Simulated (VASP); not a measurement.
**NaCl: excitons from the Bethe-Salpeter equation**

Aim: the optical spectrum of NaCl with the electron-hole interaction. The cell is of the rock-salt type, one of the forms listed for this formula, which need not be the common one. The start is a cell from a database of measured crystal structures.

Method: PBE; plane waves and PAW (Na_sv_GW, Cl_GW), in the first sound run; inputs show where later runs differ, in VASP 6.6.1.

Most raw output is cut from this account.

The database entry behind the starting cell differs from later determinations by our own check (an axis about 0.4 % short against later determinations), so it need not match the best structure at ambient conditions.

## 1. Starting point

The structure is cubic, space group Fm-3m (No. 225). The conventional cell has a = 5.620 Å, b = 5.620 Å, c = 5.620 Å, α = 90.00°, β = 90.00°, γ = 90.00°. Na has 6 Cl at 2.81 Å nearest. Nearest to Cl lie 6 Na at 2.81 Å. Farther neighbours and most contacts between anions are not listed.

## 2. Ground state

The orbitals come from a self-consistent PBE run with a tight EDIFF and a narrow smearing. KPOINTS_OPT adds the bands along a path, which shows whether the mesh holds the band edges.

Contents of INCAR:

```
SYSTEM = NaCl
PREC = Accurate
ENCUT = 400
EDIFF = 1E-08
NELM = 100
ISMEAR = 0
SIGMA = 0.01
LREAL = .FALSE.
ALGO = Normal
GGA = PE
NBANDS = 14
LORBIT = 11
LWAVE = .TRUE.
LCHARG = .FALSE.
KPAR = 8
```

Contents of POSCAR:

```
NaCl
1.0
    0.0000000000      2.8100000000      2.8100000000
    2.8100000000      0.0000000000      2.8100000000
    2.8100000000      2.8100000000      0.0000000000
Na Cl
1 1
Direct
    0.0000000000      0.0000000000      0.0000000000
    0.5000000000      0.5000000000      0.5000000000
```

Contents of KPOINTS:

```
Automatic mesh
0
Gamma
6 6 6
0 0 0
```

Contents of KPOINTS_OPT:

```
Line mode
12
Line-mode
Reciprocal
  0.00000000   0.00000000   0.00000000 GAMMA
  0.50000000   0.00000000   0.50000000 X

  0.50000000   0.00000000   0.50000000 X
  0.50000000   0.25000000   0.75000000 W

  0.50000000   0.25000000   0.75000000 W
  0.37500000   0.37500000   0.75000000 K

  0.37500000   0.37500000   0.75000000 K
  0.00000000   0.00000000   0.00000000 GAMMA

  0.00000000   0.00000000   0.00000000 GAMMA
  0.50000000   0.50000000   0.50000000 L

  0.50000000   0.50000000   0.50000000 L
  0.62500000   0.25000000   0.62500000 U

  0.62500000   0.25000000   0.62500000 U
  0.50000000   0.25000000   0.75000000 W

  0.50000000   0.25000000   0.75000000 W
  0.50000000   0.50000000   0.50000000 L

  0.50000000   0.50000000   0.50000000 L
  0.37500000   0.37500000   0.75000000 K

  0.62500000   0.25000000   0.62500000 U
  0.50000000   0.00000000   0.50000000 X
```

PAW data sets: Na_sv_GW and Cl_GW (PBE family, release 64).

On the command line:

```
> mpirun -np 8 vasp_std
```

Wall time 17 s (8 MPI ranks of Intel Xeon Platinum 8259CL at 2.50GHz (Skylake/Cascade Lake), shared host); peak memory 1.3 GiB; 2 min of CPU time.

This step gave:

```yaml
free_energy_toten: -8.850 eV
fermi_energy: -0.7601 eV
pressure: 0.07402 GPa
least_gap_on_mesh_and_path: 5.156 eV
least_direct_gap_on_mesh_and_path: 5.156 eV
```

The highest empty bands on the path are converged less tightly, to about 0.1 eV. The electronic bands at the labelled points (eV, zero at the valence-band top; v1 is the highest filled band, c1 the lowest empty one):

| point | v3 | v2 | v1 | c1 | c2 | c3 | c4 |
| --- | --- | --- | --- | --- | --- | --- | --- |
| Γ | 0.00 | 0.00 | 0.00 | 5.16 | 11.05 | 11.05 | 11.05 |
| 0.45 of the way | -0.96 | -0.28 | -0.28 | 6.90 | 9.28 | 11.04 | 12.19 |
| X | -1.69 | -0.61 | -0.61 | 7.56 | 8.04 | 11.40 | 14.88 |
| 0.45 of the way | -1.58 | -0.77 | -0.68 | 7.99 | 8.45 | 10.97 | 12.94 |
| W | -1.21 | -1.21 | -0.76 | 8.85 | 9.70 | 9.70 | 11.37 |
| 0.55 of the way | -1.38 | -1.12 | -0.61 | 8.52 | 9.12 | 10.36 | 12.02 |
| K | -1.43 | -1.13 | -0.50 | 8.24 | 9.04 | 10.59 | 12.75 |
| 0.45 of the way | -1.33 | -0.56 | -0.19 | 7.59 | 9.64 | 10.55 | 11.79 |
| Γ | 0.00 | 0.00 | 0.00 | 5.16 | 11.05 | 11.05 | 11.05 |
| 0.45 of the way | -0.98 | -0.12 | -0.12 | 6.46 | 10.05 | 11.36 | 11.36 |
| L | -1.95 | -0.27 | -0.27 | 7.28 | 10.72 | 10.92 | 10.92 |
| 0.55 of the way | -1.70 | -0.76 | -0.37 | 8.18 | 9.67 | 10.38 | 11.66 |
| U | -1.43 | -1.13 | -0.50 | 8.24 | 9.04 | 10.59 | 12.75 |
| 0.55 of the way | -1.36 | -1.12 | -0.65 | 8.61 | 9.17 | 10.27 | 11.85 |
| W | -1.21 | -1.21 | -0.76 | 8.85 | 9.70 | 9.70 | 11.37 |
| 0.45 of the way | -1.63 | -0.84 | -0.45 | 8.50 | 9.44 | 10.20 | 11.78 |
| L | -1.95 | -0.27 | -0.27 | 7.28 | 10.72 | 10.92 | 10.92 |
| 0.45 of the way | -1.78 | -0.63 | -0.35 | 7.97 | 9.88 | 10.50 | 11.45 |
| K | -1.43 | -1.13 | -0.50 | 8.24 | 9.04 | 10.59 | 12.75 |
| jump to U | -1.43 | -1.13 | -0.50 | 8.24 | 9.04 | 10.59 | 12.75 |
| 0.45 of the way | -1.61 | -0.80 | -0.57 | 7.83 | 8.37 | 11.11 | 13.62 |
| X | -1.69 | -0.61 | -0.61 | 7.56 | 8.04 | 11.40 | 14.88 |

Of the projections kept (Na, Cl), the largest for each band there, as a share of the weight inside these atoms' spheres; weight between the spheres isn't counted:

| point | v3 | v2 | v1 | c1 | c2 | c3 | c4 |
| --- | --- | --- | --- | --- | --- | --- | --- |
| Γ | Cl 0.99 | Cl 0.99 | Cl 0.99 | Cl 0.85 | Cl 0.79 | Cl 0.79 | Cl 0.79 |
| X | Cl 0.95 | Cl 0.97 | Cl 0.97 | Cl 0.70 | Cl 0.73 | Cl 0.81 | Na 0.50 |
| W | Cl 0.96 | Cl 0.96 | Cl 0.99 | Cl 0.78 | Cl 0.83 | Cl 0.83 | Na 0.52 |
| K | Cl 0.95 | Cl 0.98 | Cl 0.98 | Cl 0.64 | Cl 0.85 | Cl 0.83 | Cl 0.60 |
| Γ | Cl 0.99 | Cl 0.99 | Cl 0.99 | Cl 0.85 | Cl 0.79 | Cl 0.79 | Cl 0.79 |
| L | Cl 0.98 | Cl 0.99 | Cl 0.99 | Cl 0.60 | Cl 0.90 | Cl 0.58 | Cl 0.58 |

The cell has a gap of 5.16 eV on mesh and path.

## 3. Empty bands

The next step needs empty bands that the ground-state run didn't converge, so the Hamiltonian is diagonalised exactly for NBANDS bands, in a single step. LOPTICS writes the k-derivatives of the orbitals (WAVEDER), which give the long-wavelength limit of the screening.

Contents of INCAR:

```
SYSTEM = NaCl
PREC = Accurate
ENCUT = 400
ISMEAR = 0
SIGMA = 0.01
LREAL = .FALSE.
GGA = PE
NBANDS = 104
ALGO = Exact
NELM = 1
LWAVE = .TRUE.
LCHARG = .FALSE.
LOPTICS = .TRUE.
NEDOS = 1000
CSHIFT = 0.1
```

POSCAR is that of step 2.

KPOINTS is that of step 2.

On the command line:

```
> mpirun -np 8 vasp_std
```

It took 11 s on 8 MPI ranks; peak memory 1.2 GiB.

The gap is read on the k-mesh alone, so it is an upper bound where the band edges lie off the mesh, and a coarse mesh can show a gap where there is none.

This step gave:

```yaml
gap_on_the_k_mesh: 5.156 eV
least_direct_gap_on_the_k_mesh: 5.156 eV
```

WAVECAR now holds 104 bands for 16 electrons. Its independent-particle dielectric tensor has xx, yy, zz = 2.8, 2.8, 2.8 on this mesh. It isn't tested for convergence in mesh or bands and lacks local fields, and at a small direct gap a coarse mesh makes it too large, which overscreens the GW step.

## 4. G0W0

This step: G0W0 on PBE; plane waves and PAW (Na_sv_GW, Cl_GW) (VASP 6.6.1).

One pass of GW corrects the levels to first order, with G and W from the starting orbitals. LWAVE keeps the quasiparticle levels in WAVECAR, and the W files hold the screened interaction for the next step.

Contents of INCAR:

```
SYSTEM = NaCl
PREC = Accurate
ENCUT = 400
ISMEAR = 0
SIGMA = 0.01
LREAL = .FALSE.
GGA = PE
NBANDS = 104
ALGO = EVGW0
NELMGW = 1
ENCUTGW = 100
NOMEGA = 48
PRECFOCK = Fast
NBANDSGW = 16
LWAVE = .TRUE.
LCHARG = .FALSE.
```

POSCAR is that of step 3.

KPOINTS is that of step 3.

On the command line:

```
> mpirun -np 8 vasp_std
```

Run time: 2.7 min. Hardware: 8 MPI ranks; peak memory 1.9 GiB.

This step gave:

```
quasiparticle gap on the mesh                 : 7.895 eV
smallest direct quasiparticle gap on the mesh : 7.895 eV
gap of the starting orbitals on the mesh      : 5.156 eV
```

GW takes the gap from 5.156 to 7.895 eV. The value holds for 104 bands, ENCUTGW = 100 eV and this mesh, and isn't shown to be converged in them.

## 5. BSE, Tamm-Dancoff

This step: BSE on G0W0 on PBE; plane waves and PAW (Na_sv_GW, Cl_GW) (VASP 6.6.1).

The Bethe-Salpeter equation adds the screened attraction of electron and hole to the quasiparticle pairs; ANTIRES = 0 leaves out the coupling to antiresonant pairs.

Contents of INCAR:

```
SYSTEM = NaCl
PREC = Accurate
ENCUT = 400
ISMEAR = 0
SIGMA = 0.01
LREAL = .FALSE.
GGA = PE
NBANDS = 104
ALGO = BSE
NBANDSO = 4
NBANDSV = 4
OMEGAMAX = 25
NEDOS = 1000
CSHIFT = 0.1
PRECFOCK = Fast
LWAVE = .FALSE.
LCHARG = .FALSE.
ENCUTGW = 100
ANTIRES = 0
```

POSCAR is that of step 4.

KPOINTS is that of step 4.

On the command line:

```
> mpirun -np 8 vasp_std
```

Wall time 53 s (8 MPI ranks); peak memory 2.3 GiB; 6.6 min of CPU time.

This step gave:

| Item | Value |
| --- | --- |
| lowest excitation | 6.904 eV |
| direct gap less the lowest excitation | 0.9915 eV |

The imaginary dielectric function, xx has structure finer than the step of the table below, so its rows give means over 1 eV, whole bins alone (the curve runs from 0 to 25 eV). Peaks (eV: height): 6.9: 6.00, 7.6: 8.52, 8.8: 6.38, 10.3: 4.54, 11.4: 3.87, 12.6: 3.97.

From 4 filled and 4 empty bands alone, without any pair above OMEGAMAX = 25 eV, so strength is missing wherever others contribute; lines are broadened by CSHIFT, which also makes the tail under the first line. The imaginary dielectric function, xx by photon energy; means over each step:

| photon energy (eV) | imaginary dielectric function, xx |
| --- | --- |
| 1 | 0.00334 |
| 2 | 0.00732 |
| 3 | 0.0129 |
| 4 | 0.0227 |
| 5 | 0.0457 |
| 6 | 0.169 |
| 7 | 2.48 |
| 8 | 2.39 |
| 9 | 2.55 |
| 10 | 3.01 |
| 11 | 2.93 |
| 12 | 2.34 |
| 13 | 2.50 |
| 14 | 1.53 |
| 15 | 0.881 |
| 16 | 0.317 |
| 17 | 0.0837 |
| 18 | 0.0245 |
| 19 | 0.0140 |
| 20 | 0.0251 |
| 21 | 0.0326 |
| 22 | 0.0282 |
| 23 | 0.0140 |
| 24 | 0.00815 |

Some of the lowest 40 states alone, with states under 2.5 meV apart joined, scaled to the strongest line shown. Lines of the exciton spectrum (strongest = 100):

| position (eV) | lines merged | oscillator strength |
| --- | --- | --- |
| 6.904 | 3 | 72 |
| 7.570 | 3 | 100 |
| 7.945 | 3 | 0.0 |
| 7.966 | 2 | 0.0 |
| 8.050 | 3 | 0.0 |
| 8.078 | 3 | 0.0 |
| 8.081 | 2 | 0.0 |
| 8.362 | 3 | 19 |
| 8.409 | 3 | 0.0 |
| 8.466 | 3 | 0.0 |
| 8.479 | 3 | 0.0 |
| 8.569 | 1 | 0.0 |
| 8.646 | 3 | 1.9 |
| 8.688 | 1 | 0.0 |
| 8.692 | 3 | 0.0 |

The lowest excitation lies at 6.904 eV, -991 meV against the direct gap of these orbitals. No second mesh in this session tests these energies, peaks and heights.

## 6. Without the electron-hole attraction

This step: BSE on G0W0 on PBE, without the electron-hole attraction; plane waves and PAW (Na_sv_GW, Cl_GW) (VASP 6.6.1).

LADDER = .FALSE. removes the attraction and keeps the local fields, which shows what the attraction does.

INCAR, as its differences from that of step 5:

```diff
@@ -19 +19,2 @@
 ANTIRES = 0
+LADDER = .FALSE.
```

POSCAR is that of step 5.

KPOINTS is that of step 5.

On the command line:

```
> mpirun -np 8 vasp_std
```

It took 34 s on 8 MPI ranks; peak memory 2.2 GiB.

This step gave:

```
lowest excitation : 7.898 eV
```

The imaginary dielectric function, xx has structure finer than the step of the table below, so its rows give means over 1 eV, whole bins alone (the curve runs from 0 to 25 eV). Peaks (eV: height): 10.7: 2.99, 11.1: 3.68, 12.5: 2.88, 14.8: 3.52, 15.8: 6.19, 17.7: 11.8.

From 4 filled and 4 empty bands alone, without any pair above OMEGAMAX = 25 eV, so strength is missing wherever others contribute; lines are broadened by CSHIFT, which also makes the tail under the first line. The imaginary dielectric function, xx by photon energy; means over each step:

photon energy (eV), imaginary dielectric function, xx and a bar:
```
        1        0.0 
        2        0.0 
        3        0.0 
        4        0.0 
        5        0.0 
        6        0.0 
        7        0.0 
        8        0.2 ##
        9        0.8 #######
       10        1.2 ###########
       11        2.4 #######################
       12        2.3 #####################
       13        1.8 #################
       14        1.7 ###############
       15        2.0 ###################
       16        3.2 ##############################
       17        2.2 ####################
       18        3.2 ##############################
       19        0.1 #
       20        0.0 
       21        0.0 
       22        0.0 
       23        0.0 
       24        0.0
```

The lowest excitation lies at 7.898 eV, +994 meV against the Tamm-Dancoff singlet. No second mesh in this session tests these energies, peaks and heights.

## 7. Independent quasiparticles

This step: BSE on G0W0 on PBE, independent quasiparticles; plane waves and PAW (Na_sv_GW, Cl_GW) (VASP 6.6.1).

With LADDER and LHARTREE off the pairs don't interact at all, so the lowest line must equal the direct gap.

INCAR, as its differences from that of step 6:

```diff
@@ -20 +20,2 @@
 LADDER = .FALSE.
+LHARTREE = .FALSE.
```

POSCAR is that of step 6.

KPOINTS is that of step 6.

On the command line:

```
> mpirun -np 8 vasp_std
```

The job ended after 17 s (8 MPI ranks; peak memory 2.1 GiB; 2 min of CPU time).

Numbers from this step:

```yaml
lowest_excitation: 7.895 eV
```

The imaginary dielectric function, xx has structure finer than the step of the table below, so its rows give means over 0.5 eV, whole bins alone (the curve runs from 0 to 25 eV). Peaks (eV: height): 10.64: 3.28, 11.14: 4.67, 11.96: 3.89, 12.46: 5.71, 14.14: 4.55, 14.59: 4.35, 15.47: 3.82.

From 4 filled and 4 empty bands alone, without any pair above OMEGAMAX = 25 eV, so strength is missing wherever others contribute; lines are broadened by CSHIFT, which also makes the tail under the first line. Table of imaginary dielectric function, xx by photon energy; means over each step:

| photon energy (eV) | imaginary dielectric function, xx |
| --- | --- |
| 0.5 | 7.3e-4 |
| 1.0 | 0.00151 |
| 1.5 | 0.00231 |
| 2.0 | 0.00316 |
| 2.5 | 0.00412 |
| 3.0 | 0.00516 |
| 3.5 | 0.00636 |
| 4.0 | 0.00778 |
| 4.5 | 0.00950 |
| 5.0 | 0.0116 |
| 5.5 | 0.0144 |
| 6.0 | 0.0183 |
| 6.5 | 0.0241 |
| 7.0 | 0.0348 |
| 7.5 | 0.0833 |
| 8.0 | 0.273 |
| 8.5 | 0.294 |
| 9.0 | 1.09 |
| 9.5 | 0.731 |
| 10.0 | 1.63 |
| 10.5 | 2.25 |
| 11.0 | 3.02 |
| 11.5 | 3.44 |
| 12.0 | 3.02 |
| 12.5 | 4.47 |
| 13.0 | 3.14 |
| 13.5 | 3.48 |
| 14.0 | 4.19 |
| 14.5 | 3.45 |
| 15.0 | 2.33 |
| 15.5 | 2.72 |
| 16.0 | 1.12 |
| 16.5 | 0.701 |
| 17.0 | 0.666 |
| 17.5 | 0.344 |
| 18.0 | 0.0914 |
| 18.5 | 0.0547 |
| 19.0 | 0.0293 |
| 19.5 | 0.0222 |
| 20.0 | 0.0177 |
| 20.5 | 0.0147 |
| 21.0 | 0.0126 |
| 21.5 | 0.0107 |
| 22.0 | 0.00944 |
| 22.5 | 0.00840 |
| 23.0 | 0.00724 |
| 23.5 | 0.00648 |
| 24.0 | 0.00582 |
| 24.5 | 0.00528 |

The lowest excitation lies at 7.895 eV, +992 meV against the Tamm-Dancoff singlet. No second mesh in this session tests these energies, peaks and heights.

## 8. Summary

This step: BSE on G0W0 on PBE; plane waves and PAW (VASP 6.6.1).

No new run; the numbers come from the runs before.

Cost is wall time times ranks on a shared host, for this step alone, without the steps before it. Excitations by level:

| level | first excitation (eV) | cost (core minutes) |
| --- | --- | --- |
| BSE, Tamm-Dancoff | 6.904 | 7.07 |
| without the electron-hole attraction | 7.898 | 4.53 |
| independent quasiparticles | 7.895 | 2.24 |

## 9. Outcome

| Item | Value |
| --- | --- |
| BSE, Tamm-Dancoff | lowest vertical excitation 6.904 eV; direct gap 7.895 eV |
| without the electron-hole attraction | lowest vertical excitation 7.898 eV; direct gap 7.895 eV |
| independent quasiparticles | lowest vertical excitation 7.895 eV; direct gap 7.895 eV |

**Reading.** The Bethe-Salpeter equation puts the lowest vertical singlet excitation at 6.904 eV, 0.99 eV below the direct gap of 7.895 eV; the states within 10 meV of it carry 72 % of the strength of the strongest such group among the lowest 40 states. The attraction moves the centre of weight of eps2 xx over the computed range by -3.62 eV against the run without the attraction. The spectra were run on one mesh, so the distance from the gap isn't shown to be converged; coarse meshes tend to overstate it. Bands, response cutoff and mesh of the GW step weren't tested in this session. Only the bands set by NBANDSO and NBANDSV form pairs, and any pair above OMEGAMAX = 25 eV is dropped, so the spectrum is that of this window; the window can cut degenerate bands. Not tabulated here, as repeats of values shown or as unfit to read for their mesh, reference level or band range: eps2 curves (empty bands); eps1 curves and static values (BSE, empty bands, independent quasiparticles, without the electron-hole attraction); line lists of runs without attraction (independent quasiparticles, without the electron-hole attraction).

[Lines on the potential files, build, host, timing and source positions are cut from VASP's logs without a mark.]

[Logs are printed without paths, hosts, clocks, repeated set-up lines and the standing remarks that a program may print on its own settings, such as how far it seeks lower states.]

[Hosts, paths, dates, database ids (printed as entryN), source tags and the programs' standing remarks are cut or masked in the printed files.]

[Pressures printed for these runs are not shown converged in the cutoff: they can be off by several GPa and have the wrong sign.]

[In band tables of VASP the shares of atoms and orbitals are scaled to a sum of 1 inside the atoms' spheres.]
